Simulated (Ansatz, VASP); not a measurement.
## SnTe in two plane-wave programs

Wanted: the spread between two codes on one cell, functional and k mesh. The cell is taken from a series of runs on this material, whose earlier steps may have relaxed, scaled, displaced or heated it; both programs get it as it stands.

Main program and level: Ansatz 0.2.0; plane waves, with VASP 6.6.1 beside it; zone-centre phonons at PBEsol.

## 1. The structure

It takes space group Fm-3m (No. 225, cubic). The conventional cell has a = 6.302 Å, b = 6.302 Å, c = 6.302 Å, α = 90.00°, β = 90.00°, γ = 90.00°. Sn has 6 Te at 3.15 Å nearest. Te has 6 Sn at 3.15 Å nearest. Farther neighbours and most contacts between anions are not listed.

## 2. Ansatz: zone-centre phonons, PBEsol

Ansatz runs on its default PAW (the set named soft_2) files.

Second derivatives magnify differences that forces hide, and they need a tight electronic threshold.

Input file input.yaml:

```yaml
crystal:
  lattice:
    - [0.0, 3.15085, 3.15085]
    - [3.15085, 0.0, 3.15085]
    - [3.15085, 3.15085, 0.0]
  atoms:
    - { symbol: Sn, position: [0.0, 0.0, 0.0] }
    - { symbol: Te, position: [0.5, 0.5, 0.5] }
kpoints:
  mp_grid: { grid: [12, 12, 12] }
hamiltonian:
  xc: pbesol
scf:
  occupations: { method: gaussian, width: 0.01 }
output:
  eigenvalues: true
phonons:
  method: dfpt
```

Command:

```bash
ansatz run input.yaml --threads 8 --pin off --max-ram 14336MiB --backend cpu --events-out ev --progress --plain --runs-dir out
```

Numbers of over 12 decimals in the logs are rounded to 6 here.

Log:

```text
Engine: ansatz 0.2.0, x86_64-unknown-linux-gnu
Pseudopotentials: kind: paw
Pseudopotential: Sn, paw, valence charge 14, recommended cutoff 420 eV (normal), Sn.paw.azcp
Pseudopotential: Te, paw, valence charge 16, recommended cutoff 420 eV (normal), Te.paw.azcp
Functional definition: PBEsol
  exchange = pbesol_x
  correlation = pbesol_c
Crystal: 2 atoms, lattice volume = 62.562 Å³
Basis set: ecut = 420 eV, 1243 PW (Γ), exchange–correlation on 60×60×60 points (8 copies of the dense FFT grid, shifted against one another)
Bands: 19, of which v1, the nominal top of the filled ones, is band 15 counted from 1 (14 counted from 0)
Symmetry: 48 space group operations
k-points: 163 of 1728 (irreducible under 8 space group operations, time reversal used)
Non-local potential: Sn, projectors of the file, l = 0: 2, l = 1: 2, l = 2: 2, l = 3: 2
Non-local potential: Te, projectors of the file, l = 0: 2, l = 1: 2, l = 2: 2, l = 3: 2
PAW form: soft (Blöchl's): semilocal exchange-correlation on the pseudo side does not see the compensation charge
PAW frozen core: Sn, regenerated for the run's functional, and the local potential with it (the file was generated under x = pbe(κ = 0.804, μ = 0.219515), c = pbe(β = 0.066725))
PAW frozen core: Te, regenerated for the run's functional, and the local potential with it (the file was generated under x = pbe(κ = 0.804, μ = 0.219515), c = pbe(β = 0.066725))
PAW one-centre angular grid: Sn, 590 points (default); XC on 64 Gauss nodes
PAW one-centre angular grid: Te, 590 points (default); XC on 64 Gauss nodes
Initial density: superposition of atomic densities (neutral atoms: chi_scale 0, normalization atom), corrected by the library's trained network
Initial wavefunctions: pseudopotential atomic-orbital guess
Functional: x = pbesol(κ = 0.804, μ = 0.123457), c = pbesol(β = 0.046)
SCF iter   1: F=—  HF=-12851.851942 eV  |F-HF|=—  |Δ(HF+E_count)|=         —  Δρ=2.24e-3  dr2=2.41e-3  ethr=1.77e-3  ⟨swp⟩=6.7  Hψ=16837  notcnv=0
preconditioner: auto → none  [insulator: Δε(μ)=0.150 eV  Ē_g=8.638 eV  σ=0.010 eV  W_gap=1.00  n_scr=14 (ndim 8)  ℏωp=14.8 eV  f_vac=0.009  D(μ)=0.00/eV (n_scr^D=0)  ε∞_Penn≈4.0]
SCF iter   2: F=—  HF=-12851.848962 eV  |F-HF|=—  |Δ(HF+E_count)|=   2.98e-3  Δρ=8.17e-4  dr2=3.24e-4  ethr=8.05e-6  ⟨swp⟩=2.4  Hψ=6773  notcnv=0
SCF iter   3: F=—  HF=-12851.848944 eV  |F-HF|=—  |Δ(HF+E_count)|=   1.77e-5  Δρ=1.75e-4  dr2=1.83e-5  ethr=1.08e-6  ⟨swp⟩=2.0  Hψ=6194  notcnv=0
SCF iter   4: F=—  HF=-12851.848944 eV  |F-HF|=—  |Δ(HF+E_count)|=   3.21e-7  Δρ=1.07e-4  dr2=7.37e-6  ethr=6.09e-8  ⟨swp⟩=2.0  Hψ=5542  notcnv=0
SCF iter   5: F=—  HF=-12851.848939 eV  |F-HF|=—  |Δ(HF+E_count)|=   4.97e-6  Δρ=4.26e-5  dr2=1.07e-6  ethr=2.46e-8  ⟨swp⟩=2.0  Hψ=5529  notcnv=0
SCF iter   6: F=—  HF=-12851.848938 eV  |F-HF|=—  |Δ(HF+E_count)|=   7.47e-7  Δρ=6.43e-6  dr2=2.41e-8  ethr=3.58e-9  ⟨swp⟩=2.0  Hψ=5542  notcnv=0
SCF iter   7: F=—  HF=-12851.848938 eV  |F-HF|=—  |Δ(HF+E_count)|=   1.87e-8  Δρ=2.44e-7  dr2=3.63e-11  ethr=8.03e-11  ⟨swp⟩=2.0  Hψ=5542  notcnv=0
SCF iter   8: F=-12851.848938 eV  HF=-12851.848938 eV  |F-HF|=5.46e-12  |Δ(HF+E_count)|=  2.00e-11  Δρ=5.89e-8  dr2=1.64e-12  ethr=1.00e-12  ⟨swp⟩=6.8  Hψ=14632  notcnv=0
SCF 1 converged in 8 iterations: F = -12851.848938 eV  dr2 = 1.64e-12
  greatest PAW one-centre occupation: 0.998 electrons in one spin orbital (limit 2), on the Te atom at site 1 (counted from 0), in its partial waves of l = 2
DFPT response loops at Γ: preconditioner auto → Resta (q_TF=auto, 2.414 Å⁻¹)  ε∞=20.6 (no band partly filled); β = 1.00, the filter's whole step (`scf.mixing.beta` (0.50) is not read by the response loops at its default; to damp them type it under 1.00, their step now; it binds the ground state too); Broyden in place of MSR1
SCF converged after 8 iterations
Free energy (F): -12851.848938 eV
Harris-Foulkes:  -12851.848938 eV  (|F-HF|=5.46e-12)
Internal energy: -12851.848938 eV  (E = F + TS)
E sigma→0 (E₀):  -12851.848938 eV
Fermi energy:    9.552169 eV
--- Per-component energies (eV) ---
  E_band       = -356.631941
  E_kinetic    = 366.763146
  E_local      = -2156.687935  (includes V_loc(G=0)·N_el)
  E_nonlocal   = -338.820675
  E_hartree    = 1351.986690
  E_xc         = -503.537308
  E_vxc        = -201.933326  (∫ρ·V_xc dr)
  E_paw        = -8646.721827  (= ΣΔE_a)
  E_vpaw       = -729.926287  (= ΣTr[D̂ρ^β])
  E_aug_tail   = -0.000159  (compensation charges beyond the density's cutoff)
  E_ewald      = -2925.490525
  E_core_change = 0.659655  (= ΣΔE_core)
  E_smearing   = -0.000000  (= −TS)
  E_closure    = 0.000000  (closes the sum)
  Σ components = -12851.848938   (vs F -12851.848938, Δ=0.00e0)
--- Band table (eV; the first three rows and the last of 163) ---
  k-point 0: bands = [... 11 lower, 4.8136, 7.3997, 7.3997, 7.3997, 12.8648, 12.8648, 12.8648, 14.2709]
  k-point 1: bands = [... 11 lower, 4.4664, 7.4092, 7.4092, 7.6511, 12.5231, 12.5231, 12.5320, 14.2004]
  k-point 2: bands = [... 11 lower, 3.7046, 7.4418, 7.4418, 8.1304, 11.8205, 11.8205, 11.8475, 14.2299]
  k-point 162: bands = [... 11 lower, 2.1458, 4.6889, 4.6889, 8.7171, 10.3577, 14.1101, 14.1101, 15.5743]
--- Phonons (Γ-DFPT): 2 representative perturbations + reference, on 163 of 1728 k-points (Σ response iterations 6) ---
  k mesh reduced under 8 symmetry operations, with k and −k counted as one. Each operation leaves every solved perturbation unchanged. A smaller set is not used because it would not reduce the number of displacements times k-points to solve
  ASR residual: 2.312e-4 → 0.000e0 eV/Å²; symmetrization residual: 1.010e-4 eV/Å²
  ASR residual per site (eV/Å²): 1.44e-4 2.31e-4
  Γ frequencies (cm⁻¹): 0.00 0.00 0.00 20.00 20.00 20.00
  non-analytic LO–TO correction: not included (Born effective charges unavailable; polar crystals: no LO–TO splitting at Γ)
```

The column dr2 measures how far the density is from self-consistency, as an energy; F and HF (Harris–Foulkes) agree once it is small.

## 3. VASP: zone-centre phonons, PBEsol

The same cell, functional, mesh and smearing now go to VASP, with its own data sets.

Lines of VASP's logs that name or quote its potential files are left out, and so is its time.

Input file INCAR:

```
SYSTEM = SnTe
PREC = Accurate
ENCUT = 500
EDIFF = 1E-08
NELM = 120
ISMEAR = 0
SIGMA = 0.01
LREAL = .FALSE.
ALGO = Normal
GGA = PS
NBANDS = 16
LORBIT = 11
LWAVE = .FALSE.
LCHARG = .FALSE.
ISIF = 2
IBRION = 8
LASPH = .TRUE.
GGA_COMPAT = .FALSE.
EFERMI = MIDGAP
KPAR = 2
```

Input file POSCAR:

```
SnTe
1.0
    0.0000000000      3.1508500000      3.1508500000
    3.1508500000      0.0000000000      3.1508500000
    3.1508500000      3.1508500000      0.0000000000
Sn Te
1 1
Direct
    0.0000000000      0.0000000000      0.0000000000
    0.5000000000      0.5000000000      0.5000000000
```

Input file KPOINTS:

```
Automatic mesh
0
Gamma
12 12 12
0 0 0
```

The projector-augmented-wave data sets are Sn_d and Te (PBE family, release 64).

Command:

```bash
mpirun -np 2 vasp_std
```

Log:

```text
[banner, memory and clock lines left out]
running    2 mpi-ranks, on    1 nodes
 distrk:  each k-point on    1 cores,    2 groups
 distr:  one band on    1 cores,    1 groups

 POSCAR found type information on POSCAR SnTe
 POSCAR found :  2 types and       2 ions
|                                                                             |
|               ----> ADVICE to this user running VASP <----                  |
|                                                                             |
|     You enforced a specific xc type in the INCAR file but a different       |
|     [... a line on the potential file left out ...]
|     I HOPE YOU KNOW WHAT YOU ARE DOING!                                     |
|                                                                             |

 LDA part: xc-table for (Slater+PW92), standard interpolation
 POSCAR, INCAR and KPOINTS ok, starting setup
 FFT: planning ... GRIDC
 FFT: planning ... GRID_SOFT
 FFT: planning ... GRID
 WAVECAR not read
 entering main loop
       N       E                     dE             d eps       ncg     rms          rms(c)
DAV:   1     0.119028436359E+03    0.11903E+03   -0.94512E+03  2328   0.141E+03
DAV:   2     0.122103825493E+01   -0.11781E+03   -0.11533E+03  2464   0.338E+02
DAV:   3    -0.813902755777E+01   -0.93601E+01   -0.93265E+01  2952   0.860E+01
DAV:   4    -0.838448068913E+01   -0.24545E+00   -0.24540E+00  2776   0.151E+01
DAV:   5    -0.839538701892E+01   -0.10906E-01   -0.10906E-01  3456   0.290E+00    0.469E+00
DAV:   6    -0.834149574680E+01    0.53891E-01   -0.12211E-01  3248   0.280E+00    0.293E+00
DAV:   7    -0.833934989023E+01    0.21459E-02   -0.44586E-02  3016   0.133E+00    0.716E-01
DAV:   8    -0.833881493663E+01    0.53495E-03   -0.65893E-03  2936   0.715E-01    0.144E-01
DAV:   9    -0.833887386184E+01   -0.58925E-04   -0.51153E-04  3184   0.210E-01    0.340E-02
DAV:  10    -0.833886050159E+01    0.13360E-04   -0.54667E-05  3032   0.679E-02    0.206E-02
DAV:  11    -0.833885990121E+01    0.60038E-06   -0.24289E-05  3112   0.418E-02    0.221E-02
DAV:  12    -0.833885979599E+01    0.10522E-06   -0.16717E-06  2872   0.963E-03    0.115E-02
DAV:  13    -0.833885965530E+01    0.14070E-06   -0.84642E-08  3080   0.213E-03    0.669E-03
DAV:  14    -0.833885962855E+01    0.26745E-07   -0.14677E-07  3064   0.460E-03    0.143E-03
DAV:  15    -0.833885959556E+01    0.32992E-07   -0.16051E-08  2216   0.604E-04    0.775E-04
DAV:  16    -0.833885960559E+01   -0.10036E-07   -0.64885E-10  1496   0.198E-04    0.589E-04
DAV:  17    -0.833885962476E+01   -0.19168E-07   -0.18525E-10  1448   0.147E-04    0.120E-04
DAV:  18    -0.833885962470E+01    0.66848E-10   -0.42842E-11  1416   0.704E-05
   1 F= -.83388596E+01 E0= -.83388596E+01  d E =-.306290E-26
 Linear response reoptimize wavefunctions to high precision
DAV:   1    -0.833885962484E+01   -0.14325E-09   -0.22123E-11  1536   0.353E-05
DAV:   2    -0.833885962481E+01    0.24102E-10   -0.26538E-12  1408   0.203E-05
 Linear response DOF=           2
 Linear response progress:
  Degree of freedom:   1/  2
       N       E                     dE             d eps       ncg     rms          rms(c)
RMM:   1    -0.215399781326E+00   -0.21540E+00    0.29296E-01  6318   0.104E+01
RMM:   2    -0.220582839365E+00   -0.51831E-02   -0.12019E-02  9168   0.866E-01    0.791E-02
RMM:   3    -0.220423305018E+00    0.15953E-03   -0.93726E-04 10119   0.243E-01    0.425E-02
RMM:   4    -0.220131866602E+00    0.29144E-03   -0.84839E-05 10096   0.735E-02    0.847E-03
RMM:   5    -0.220119612699E+00    0.12254E-04   -0.78195E-06 10404   0.224E-02    0.366E-03
RMM:   6    -0.220124463473E+00   -0.48508E-05   -0.12449E-06 10215   0.768E-03    0.133E-03
RMM:   7    -0.220124204292E+00    0.25918E-06   -0.31956E-07 10529   0.298E-03    0.728E-04
RMM:   8    -0.220121309765E+00    0.28945E-05    0.42252E-07 10206   0.129E-03    0.139E-04
RMM:   9    -0.220121440520E+00   -0.13076E-06    0.47501E-07 10936   0.577E-04    0.224E-04
RMM:  10    -0.220121219073E+00    0.22145E-06    0.55952E-07 10682   0.280E-04    0.180E-04
RMM:  11    -0.220121303266E+00   -0.84193E-07    0.29977E-07 11262   0.143E-04    0.334E-04
RMM:  12    -0.220120877094E+00    0.42617E-06    0.15237E-07 10148   0.102E-04    0.979E-05
RMM:  13    -0.220120748446E+00    0.12865E-06    0.79705E-08 10826   0.558E-05    0.184E-05
RMM:  14    -0.220120712441E+00    0.36005E-07    0.33718E-08 11082   0.313E-05    0.555E-06
RMM:  15    -0.220120656839E+00    0.55602E-07    0.18597E-08 10345   0.230E-05    0.486E-06
RMM:  16    -0.220120651881E+00    0.49582E-08    0.67115E-09  9193   0.170E-05    0.294E-06
 first order change of Fermi-energy   0.12203E-03
 force on displaced ion       1 direction 1 :  -0.163   0.000   0.000
 Linear response progress:
  Degree of freedom:   2/  2
       N       E                     dE             d eps       ncg     rms          rms(c)
RMM:   1    -0.468557565289E-01   -0.46856E-01    0.67737E-02 11081   0.861E-01
RMM:   2    -0.474474207883E-01   -0.59166E-03   -0.19735E-03  9791   0.215E-01    0.622E-02
RMM:   3    -0.476269823958E-01   -0.17956E-03   -0.16495E-04  9915   0.620E-02    0.467E-02
RMM:   4    -0.478915923427E-01   -0.26461E-03   -0.24190E-05  9827   0.309E-02    0.585E-03
RMM:   5    -0.479024756448E-01   -0.10883E-04   -0.10030E-06 10103   0.722E-03    0.309E-03
RMM:   6    -0.478994802487E-01    0.29954E-05   -0.10450E-07  9795   0.213E-03    0.652E-04
RMM:   7    -0.478991336927E-01    0.34656E-06   -0.60163E-08 10044   0.471E-04    0.135E-04
RMM:   8    -0.478990703995E-01    0.63293E-07   -0.16123E-07 10049   0.162E-04    0.259E-05
RMM:   9    -0.478989392599E-01    0.13114E-06    0.40780E-07 10424   0.562E-05    0.199E-05
RMM:  10    -0.478990156468E-01   -0.76387E-07    0.11317E-07 10563   0.213E-05    0.398E-06
RMM:  11    -0.478989988408E-01    0.16806E-07    0.50423E-08  9913   0.126E-05    0.673E-07
RMM:  12    -0.478990008677E-01   -0.20269E-08   -0.24915E-08  8299   0.802E-06    0.285E-07
 first order change of Fermi-energy   0.81456E-04
 force on displaced ion       2 direction 1 :  -0.131   0.000   0.000
 Linear response finished
```

From OUTCAR (step 3):

```text
ion  position               nearest neighbor table
   1  0.000  0.000  0.000-   2 3.15   2 3.15   2 3.15   2 3.15   2 3.15   2 3.15
   2  0.500  0.500  0.500-   1 3.15   1 3.15   1 3.15   1 3.15   1 3.15   1 3.15

  LATTYP: Found a face centered cubic cell.
 ALAT       =     6.3017000000

 Subroutine GETGRP returns: Found 48 space group operations
 (whereof 48 operations were pure point group operations)

The static configuration has the point symmetry O_h .

 Found     72 irreducible k-points:

   k-points           NKPTS =     72   k-points in BZ     NKDIM =     72   number of bands    NBANDS=     16

   dimension x,y,z NGX =    32 NGY =   32 NGZ =   32
   dimension x,y,z NGXF=    64 NGYF=   64 NGZF=   64

   ENCUT  =  500.0 eV  36.75 Ry    6.06 a.u.   8.12  8.12  8.12*2*pi/ulx,y,z

   NELECT =      20.0000    total number of electrons

 k-points in reciprocal lattice and weights: Automatic mesh
   0.00000000  0.00000000  0.00000000       0.001
   0.08333333  0.00000000  0.00000000       0.005
   0.16666667  0.00000000  0.00000000       0.005
   0.25000000  0.00000000  0.00000000       0.005
   0.33333333  0.00000000  0.00000000       0.005
   0.41666667  0.00000000  0.00000000       0.005
   0.50000000  0.00000000  0.00000000       0.002
   0.08333333  0.08333333  0.00000000       0.003
   0.16666667  0.08333333  0.00000000       0.014
[...]
-0.33333333  0.50000000  0.16666667       0.007
  -0.25000000  0.50000000  0.25000000       0.003

 average (electrostatic) potential at core
       1-100.4098       2 -87.7008

  Total       -0.1112809     -0.1112809     -0.1112809      0.0000000     -0.0000000      0.0000000
  in kB       -2.8498237     -2.8498237     -2.8498237      0.0000000     -0.0000000      0.0000000
  external PRESSURE =      -2.8498237 kB  Pullay stress =       0.0000000 kB

  energy-cutoff  :      500.00
  volume of cell :       62.56
      direct lattice vectors                 reciprocal lattice vectors
     0.000000000  3.150850000  3.150850000    -0.158687338  0.158687338  0.158687338
     3.150850000  0.000000000  3.150850000     0.158687338 -0.158687338  0.158687338
     3.150850000  3.150850000  0.000000000     0.158687338  0.158687338 -0.158687338

 POSITION                                       TOTAL-FORCE (eV/Angst)
 -----------------------------------------------------------------------------------
      0.00000      0.00000      0.00000         0.000000      0.000000      0.000000
      3.15085      3.15085      3.15085        -0.000000      0.000000     -0.000000
 -----------------------------------------------------------------------------------
    total drift:                                0.000000     -0.000000     -0.000000

 Eigenvectors and eigenvalues of the dynamical matrix
 ----------------------------------------------------

   1 f  =    0.766354 THz     4.815141 2PiTHz   25.562803 cm-1     3.169382 meV
             X         Y         Z           dx          dy          dz
      0.000000  0.000000  0.000000     0.000000    0.755906    0.000000
      3.150850  3.150850  3.150850     0.000000   -0.654681    0.000000

   2 f  =    0.766354 THz     4.815141 2PiTHz   25.562803 cm-1     3.169382 meV
             X         Y         Z           dx          dy          dz
      0.000000  0.000000  0.000000     0.755906    0.000000    0.000000
      3.150850  3.150850  3.150850    -0.654681    0.000000    0.000000

   3 f  =    0.766354 THz     4.815141 2PiTHz   25.562803 cm-1     3.169382 meV
             X         Y         Z           dx          dy          dz
      0.000000  0.000000  0.000000     0.000000    0.000000    0.755906
      3.150850  3.150850  3.150850     0.000000    0.000000   -0.654681

   4 f/i=    0.041107 THz     0.258280 2PiTHz    1.371166 cm-1     0.170003 meV
             X         Y         Z           dx          dy          dz
      0.000000  0.000000  0.000000    -0.654681    0.000000    0.000000
      3.150850  3.150850  3.150850    -0.755906    0.000000    0.000000

   5 f/i=    0.041107 THz     0.258280 2PiTHz    1.371166 cm-1     0.170003 meV
             X         Y         Z           dx          dy          dz
      0.000000  0.000000  0.000000     0.000000   -0.654681    0.000000
      3.150850  3.150850  3.150850     0.000000   -0.755906    0.000000

   6 f/i=    0.041107 THz     0.258280 2PiTHz    1.371166 cm-1     0.170003 meV
             X         Y         Z           dx          dy          dz
      0.000000  0.000000  0.000000     0.000000    0.000000   -0.654681
      3.150850  3.150850  3.150850     0.000000    0.000000   -0.755906

 ELASTIC MODULI CONTR FROM IONIC RELAXATION (kBar)
 Direction    XX          YY          ZZ          XY          YZ          ZX
 --------------------------------------------------------------------------------
 XX           0.0000      0.0000      0.0000      0.0000      0.0000      0.0000
 YY           0.0000      0.0000      0.0000      0.0000      0.0000      0.0000
 ZZ           0.0000      0.0000      0.0000      0.0000      0.0000      0.0000
 XY           0.0000      0.0000      0.0000      0.0000      0.0000      0.0000
 YZ           0.0000      0.0000      0.0000      0.0000      0.0000      0.0000
 ZX           0.0000      0.0000      0.0000      0.0000      0.0000      0.0000
 --------------------------------------------------------------------------------
```

The gap is read on the k-mesh alone, so it is an upper bound where the band edges lie off the mesh. Energies printed during the response cycles are not total energies of the cell. The PAW data sets were made with PBE, which is usual practice but a small mismatch for other functionals.

## 4. Comparison

Known differences besides the potentials themselves: the data sets hold 30 valence electrons in Ansatz (on its default PAW (the set named soft_2) files) and 20 in VASP; the cutoff is 420 eV in Ansatz and 500 eV in VASP; Ansatz makes its cores anew for this functional, VASP keeps those of its PBE data sets. Total energies have different zeros and are not compared.

Compared:

```tsv
quantity	Ansatz	VASP	difference
optical mode 1 to 3 (cm⁻¹)	20.0	25.6	-5.6
```

Modes are paired by rising frequency, not by their patterns, so a pair may set unlike modes beside each other; they are those without the splitting of longitudinal modes.

## 5. Summary of results

```yaml
r_m_s_difference_of_the_optical_zone_centre_modes_each_program_s_sorted_by_frequency_zone_centre_phonons_pbesol: 5.6 cm⁻¹
```

What this shows: The r.m.s. difference of the optical zone-centre modes, each program's sorted by frequency is 5.6 cm⁻¹ (zone-centre phonons, PBEsol). The data sets hold unlike numbers of valence electrons (30 in Ansatz and 20 in VASP), so part of the differences comes from the potentials. How closely two codes agree says nothing of how well the functional describes the real material.

[Lines on the potential files, build, host, timing and source positions are cut from VASP's logs without a mark.]

[Logs are printed without paths, hosts, clocks, repeated set-up lines and the standing remarks that a program may print on its own settings, such as how far it seeks lower states.]

[Hosts, paths, dates, database ids (printed as entryN), source tags and the programs' standing remarks are cut or masked in the printed files.]
